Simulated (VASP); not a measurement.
VASP input:

### INCAR
```
PARAM2  =  0.7114
LUSE_VDW  =  T
ISMEAR  =  0   # Gaussian
PARAM1  =  0.1234568
SIGMA  =  0.05
PREC  =  Accurate
EDIFF  =  1E-7   # SCF stop (eV)
NELM  =  100   # most electronic steps
ALGO  =  Normal
SYSTEM  =  MgS
LASPH  =  T   # aspherical one-centre terms
LREAL  =  F   # projection in real space or not
ISIF  =  2
ZAB_VDW  =  -1.8867
GGA  =  MK
LWAVE  =  F
ENCUT  =  520   # plane-wave cut-off (eV)
LCHARG  =  F
AGGAC  =  0.0
```

File KPOINTS:
```
Regular mesh
0
gamma
  9 9 9
0 0 0
```

### POSCAR
```
MgS
5.2988120
  0.0000000000   0.5000000220   0.5000000220
  0.5000000220   0.0000000000   0.5000000220
  0.5000000220   0.5000000220   0.0000000000
Mg S
1 1
Cartesian
  0.5000000220   0.5000000220   1.0000000440
  0.5000000220   0.5000000220   0.5000000220
```

POTCAR, in this order: Mg S (PBE.64 set). Program: vasp_std.

**Question.** Write an equivalent input for Quantum ESPRESSO's pw.x.

**Answer.** One equivalent input (not run):
```
&CONTROL
  calculation = 'scf'
  pseudo_dir = './pseudo'
  outdir = './out'
  tprnfor = .true.
  tstress = .true.
/
&SYSTEM
  ibrav = 0
  nat = 2
  ntyp = 2
  ecutwfc = 84
  occupations = 'smearing'
  smearing = 'gaussian'
  degauss = 0.003675
  input_dft = 'vdw-df2-b86r'
/
&ELECTRONS
  conv_thr = 7.3e-09
  electron_maxstep = 100
/
ATOMIC_SPECIES
  Mg 24.305 Mg.upf
  S 32.060 S.upf
CELL_PARAMETERS angstrom
     0.0000000    2.6494061    2.6494061
     2.6494061    0.0000000    2.6494061
     2.6494061    2.6494061    0.0000000
ATOMIC_POSITIONS crystal
  Mg   1.0000000  1.0000000  0.0000000
  S    0.5000000  0.5000000  0.5000000
K_POINTS automatic
  9 9 9 0 0 0
```
Limits of the translation: the potentials are each code's own (VASP's PAW set, PseudoDojo norm-conserving files in pw.x), so ENCUT and ecutwfc are chosen apart and not converted; conv_thr bounds pw.x's estimated SCF error, while EDIFF bounds the energy change between steps.

The compound is MgS in the rock salt structure. This cell is one point of a volume scan, at 1.06 of the reference volume.
